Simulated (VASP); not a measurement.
# AgB2 (P6/mmm) in VASP: notebook

The runs below take AgB2 through single point, with r2SCAN.

Program: VASP 6.6.1. These are calculated values, not measurements. Logs are shortened: lines on timing, memory, paths and dates and some standing lists are left out, and cuts for length are marked.

### 1 Starting point

The structure is hexagonal, space group P6/mmm (No. 191). Conventional cell: a = 3.000 Å, b = 3.000 Å, c = 3.240 Å, α = 90.00°, β = 90.00°, γ = 120.00°. Ag (site symmetry 6/mmm) is surrounded by 12 B at 2.37 Å. B (site symmetry -6m2) is surrounded by 3 B at 1.73 Å.

### 2 Single point, r2SCAN

INCAR

```
SYSTEM = AgB2
PREC = Accurate
ENCUT = 460
EDIFF = 1E-6
ISMEAR = 0
SIGMA = 0.5
LREAL = .False.
LASPH = .True.
NELM = 100
ALGO = Normal
ISIF = 2
LWAVE = .False.
LCHARG = .False.
METAGGA = R2SCAN
LMIXTAU = .True.
ADDGRID = .False.
```

KPOINTS

```
regular mesh
0
Gamma
  4 4 3
  0 0 0
```

POSCAR

```
AgB2
1.0
    3.0000000000      0.0000000000      0.0000000000
   -1.5000000000      2.5980762114      0.0000000000
    0.0000000000      0.0000000000      3.2400000000
Ag B
1 2
Direct
    0.0000000000      0.0000000000      0.0000000000
    0.6666666667      0.3333333333      0.5000000000
    0.3333333333      0.6666666667      0.5000000000
```

Potentials or basis: VASP PAW PBE potentials, release 64 (Ag, B).

Command:

```bash
> cat potpaw_PBE.64/Ag/POTCAR potpaw_PBE.64/B/POTCAR > POTCAR
> mpirun -np 1 vasp_std > vasp.out
```

OUTCAR:

```text
SYSTEM = AgB2
   PREC = Accurate
   ENCUT = 460
   EDIFF = 1E-6
   ISMEAR = 0
   LREAL = .False.
   LASPH = .True.
   NELM = 100
   ISIF = 2
   METAGGA = R2SCAN

 Found      8 irreducible k-points:

 Following reciprocal coordinates:
            Coordinates               Weight
  0.000000  0.000000  0.000000      1.000000
  0.250000 -0.000000  0.000000      6.000000
  0.500000 -0.000000  0.000000      3.000000
  0.250000  0.250000  0.000000      6.000000
  0.000000  0.000000  0.333333      2.000000
  0.250000 -0.000000  0.333333     12.000000
   k-points           NKPTS =      8   k-points in BZ     NKDIM =      8   number of bands    NBANDS=     12
   number of dos      NEDOS =    301   number of ions     NIONS =      3
   total plane-waves  NPLWV =  13824
   dimension x,y,z NGX =    24 NGY =   24 NGZ =   24
   dimension x,y,z NGXF=    48 NGYF=   48 NGZF=   48
   ions per type =               1   2
   NGX,Y,Z   is equivalent  to a cutoff of  13.30, 13.30, 12.31 a.u.
   NGXF,Y,Z  is equivalent  to a cutoff of  26.60, 26.60, 24.63 a.u.
 SYSTEM =  AgB2
   PREC   = accura    normal or accurate (medium, high low for compatibility)
   ISTART =      0    job   : 0-new  1-cont  2-samecut
   ICHARG =      2    charge: 1-file 2-atom 10-const
   ISPIN  =      1    spin polarized calculation?
   LNONCOLLINEAR =      F non collinear calculations
   LSORBIT =      F    spin-orbit coupling
   LASPH  =      T    aspherical Exc in radial PAW
   ENCUT  =  460.0 eV  33.81 Ry    5.81 a.u.   5.25  5.25  5.67*2*pi/ulx,y,z
   NELM   =    100;   NELMIN=  2; NELMDL= -5     # of ELM steps
   EDIFF  = 0.1E-05   stopping-criterion for ELM
   LREAL  =      F    real-space projection
   EDIFFG = 0.1E-04   stopping-criterion for IOM
   NSW    =      0    number of steps for IOM
   IBRION =     -1    ionic relax: 0-MD 1-quasi-New 2-CG
   NFREE  =      0    steps in history (QN), initial steepest desc. (CG)
   ISIF   =      2    stress and relaxation
   ISYM   =      2    0-nonsym 1-usesym 2-fastsym
   POTIM  = 0.5000    time-step for ionic-motion
   TEBEG  =    0.0;   TEEND  =   0.0 temperature during run
   PSTRESS=    0.0 pullay stress
   NELECT =      17.0000    total number of electrons
   NUPDOWN=      -1.0000    fix difference up-down
   EMIN   =  10.00;   EMAX   =-10.00  energy-range for DOS
   EFERMI =   0.00;   METHOD = LEGACY
   ISMEAR =     0;   SIGMA  =   0.50  broadening in eV -4-tet -1-fermi 0-gaus
   EFERMI_NEDOS =   21; number of points for ismear=-14 and -15
   IALGO  =     38    algorithm
   IMIX   =      4    mixing-type and parameters
     AMIX     =   0.40;   BMIX     =  1.00
     AMIX_MAG =   1.60;   BMIX_MAG =  1.00
  volume/ion in A,a.u.               =       8.42        56.81
  Fermi-wavevector in a.u.,A,eV,Ry     =   1.434779  2.711340 28.008838  2.058591
  Thomas-Fermi vector in A             =   2.554150
   LORBIT       =      0    0 simple, 1 ext, 2 COOP (PROOUT), +10 PAW based schemes
   METAGGA = R2SCAN    functional components
   LHFCALC =     F    Hartree Fock is set to
   AEXX    =    0.0000 exact exchange contribution
   IVDW    =     0    specifies the selected vdW correction
   LEPSILON=     F    determine dielectric tensor
   LRPA    =     F    only Hartree local field effects (RPA)
 non-spin polarized calculation
 Gauss-broadening in eV      SIGMA  =   0.50
  energy-cutoff  :      460.00
  volume of cell :       25.25
 maximum number of plane-waves:       571
 NGX is ok and might be reduce to    24
   NGX = 11   NGY = 11   NGZ = 11

 number of electron      16.9999992 magnetization

 Free energy of the ion-electron system (eV)
  ---------------------------------------------------
  ext. energy  EPLUGINS =         0.00000000
  ---------------------------------------------------
  free energy    TOTEN  =       -33.13908024 eV

  energy without entropy =      -32.93313827  energy(sigma->0) =      -33.03610926

 E-fermi :  10.5803     XC(G=0): -14.2700

 val. band max:       10.5026664734   @ k =   0.5000  -0.0000   0.3333
 cond. band min:      10.6785315671   @ k =   0.0000   0.0000   0.3333
 fundamental gap:      0.1758650937
 Fermi energy:        10.5803417679

 k-point     1 :       0.0000    0.0000    0.0000
  band No.  band energies     occupation
      1      -4.5181      2.00000
      2       3.3780      2.00000
      3       3.8177      2.00000
      4       3.8177      2.00000
      5       5.4549      2.00000
      6       5.4549      2.00000
      7       7.3094      2.00000
      8      11.7171      0.00130
      9      11.7171      0.00130
     10      16.5091      0.00000
     11      16.5091      0.00000
     12      16.7749      0.00000

 k-point     2 :       0.2500   -0.0000    0.0000
  band No.  band energies     occupation
      1      -3.2873      2.00000
      2       2.8208      2.00000
      3       3.7026      2.00000
      4       3.8287      2.00000
      5       4.5882      2.00000
      6       5.2951      2.00000
      7       8.3499      2.00000
      8       9.1452      1.99995
      9      10.3825      1.42433
     10      16.5159      0.00000
     11      17.9031      0.00000
     12      18.2735      0.00000

 k-point     3 :       0.5000   -0.0000    0.0000
  band No.  band energies     occupation
      1      -0.3951      2.00000
      2       0.2066      2.00000
      3       3.0974      2.00000
      4       3.3276      2.00000
      5       5.1403      2.00000
      6       5.9821      2.00000
      7       7.0594      2.00000
      8       7.2269      2.00000
      9      13.8384      0.00000
     10      15.2386      0.00000
     11      17.3717      0.00000
     12      17.3860      0.00000

 k-point     4 :       0.2500    0.2500    0.0000
  band No.  band energies     occupation
      1      -1.0498      2.00000
      2       1.7066      2.00000
      3       2.8655      2.00000
      4       3.4707      2.00000
      5       4.5727      2.00000
      6       5.4570      2.00000
      7       6.6736      2.00000
      8       7.1712      2.00000
      9      13.7554      0.00000
     10      16.2209      0.00000
     11      17.9879      0.00000
     12      20.4513      0.00000

 k-point     5 :       0.0000    0.0000    0.3333
  band No.  band energies     occupation
      1      -3.1786      2.00000
      2       1.7899      2.00000
      3       4.2787      2.00000
      4       4.2787      2.00000
      5       4.8506      2.00000
      6       4.8506      2.00000
      7       5.8036      2.00000
      8      10.6785      0.78123
      9      10.6785      0.78119
     10      18.0773      0.00000
     11      19.0037      0.00000
     12      19.0037      0.00000

 k-point     6 :       0.2500   -0.0000    0.3333
  band No.  band energies     occupation
      1      -2.2842      2.00000
      2       2.3607      2.00000
      3       3.6779      2.00000
      4       3.9938      2.00000
      5       4.0603      2.00000
      6       5.1365      2.00000
      7       6.5680      2.00000
      8       9.3876      1.99926
      9      10.4413      1.30586
     10      16.3408      0.00000
     11      17.8670      0.00000
     12      21.7831      0.00000

 [... further k-points ...]
[... 5 lines left out ...]
  --------------------------------------------------------------------------------------
  -------------------------------------------------------------------------------------
  Total        6.5219219      6.5219219     13.0149068      0.0000000      0.0000000      0.0000000
  in kB      413.7786004    413.7786004    825.7213135      0.0000000      0.0000000      0.0000000
  external PRESSURE =     551.0928381 kB  Pullay stress =       0.0000000 kB

 VOLUME and BASIS-vectors are now :
 -----------------------------------------------------------------------------
  energy-cutoff  :      460.00
  volume of cell :       25.25
      direct lattice vectors                 reciprocal lattice vectors
     3.000000000  0.000000000  0.000000000     0.333333333  0.192450090  0.000000000
    -1.500000000  2.598076211  0.000000000     0.000000000  0.384900179  0.000000000
     0.000000000  0.000000000  3.240000000     0.000000000  0.000000000  0.308641975

 POSITION                                       TOTAL-FORCE (eV/Angst)
 -----------------------------------------------------------------------------------
      0.00000      0.00000      0.00000        -0.000000      0.000000      0.000000
      1.50000      0.86603      1.62000        -0.000000      0.000000      0.000000
     -0.00000      1.73205      1.62000         0.000000      0.000000      0.000000
 -----------------------------------------------------------------------------------
    total drift:                               -0.000000      0.000000      0.000000

  FREE ENERGIE OF THE ION-ELECTRON SYSTEM (eV)
  ---------------------------------------------------
  free  energy   TOTEN  =       -33.1390802361 eV

  energy  without entropy=      -32.9331382743  energy(sigma->0) =      -33.03610926
```

Wall time 7.9 s (1 thread of Intel Xeon 6975P-C (Granite Rapids), shared host); peak memory 0.14 GiB.

These settings aren't checked as converged: the numbers below hold their error.

What came out:

* Free energy: -33.1391 eV
* Pressure: 55.1 GPa
* Band gap on the k mesh: none (metal or under the smearing width)

Caveat: the k mesh is coarse (spacing up to 0.65 Å⁻¹), so the values aren't converged; the PAW data sets were made with another functional, which shifts forces and pressure a little.

### 3 Single point, r2SCAN

INCAR is that of step 2.

KPOINTS is that of step 2.

POSCAR

```
AgB2
1.0
    3.0000000000      0.0000000000      0.0000000000
   -1.5000000000      2.5980762114      0.0000000000
    0.0000000000      0.0000000000      3.2400000000
Ag B
1 2
Direct
    0.0172000000      0.0014340000     -0.0107780000
    0.6537670000      0.3220700000      0.4709270000
    0.3421410000      0.7037590000      0.5156140000
```

Potentials or basis: VASP PAW PBE potentials, release 64 (Ag, B).

Command:

```bash
> cat potpaw_PBE.64/Ag/POTCAR potpaw_PBE.64/B/POTCAR > POTCAR
> mpirun -np 1 vasp_std > vasp.out
```

It took 14 s on 1 thread of Intel Xeon 6975P-C (Granite Rapids), shared host; peak memory 0.14 GiB.

The run converged, but some of its settings lie outside the range that counts as converged, so its numbers aren't taken as properties of the crystal.

Results:

```
Free energy            : -32.9852 eV
Pressure               : 57.4 GPa
Largest force          : 1.903 eV/Å
Band gap on the k mesh : none (metal or under the smearing width)
```

Caveat: the k mesh is coarse (spacing up to 0.65 Å⁻¹), so the values aren't converged; the PAW data sets were made with another functional, which shifts forces and pressure a little.

### 4 Single point, r2SCAN

Changes to INCAR since step 3:

```diff
@@ -5,3 +5,3 @@
 ISMEAR = 0
-SIGMA = 0.5
+SIGMA = 0.2
 LREAL = .False.
```

KPOINTS is that of step 3.

POSCAR

```
AgB2
1.0
    3.0000000000      0.0000000000      0.0000000000
   -1.5000000000      2.5980762114      0.0000000000
    0.0000000000      0.0000000000      3.2400000000
Ag B
1 2
Direct
    0.0000000000      0.0000000000      0.0000000000
    0.6666666667      0.3333333333      0.5000000000
    0.3333333333      0.6666666667      0.5000000000
```

Command:

```bash
> cat potpaw_PBE.64/Ag/POTCAR potpaw_PBE.64/B/POTCAR > POTCAR
> mpirun -np 1 vasp_std > vasp.out
```

Wall time 8.8 s (1 thread of Intel Xeon 6975P-C (Granite Rapids), shared host); peak memory 0.14 GiB.

These settings aren't checked as converged: the numbers below hold their error.

What came out:

* Free energy: -33.0280 eV
* Pressure: 55.5 GPa
* Band gap on the k mesh: none (metal or under the smearing width)

Caveat: the k mesh is coarse (spacing up to 0.65 Å⁻¹), so the values aren't converged; a pressure of tens of GPa on the cell as given is suspect, and the run, the potentials or the cell itself is likely at fault; the PAW data sets were made with another functional, which shifts forces and pressure a little.
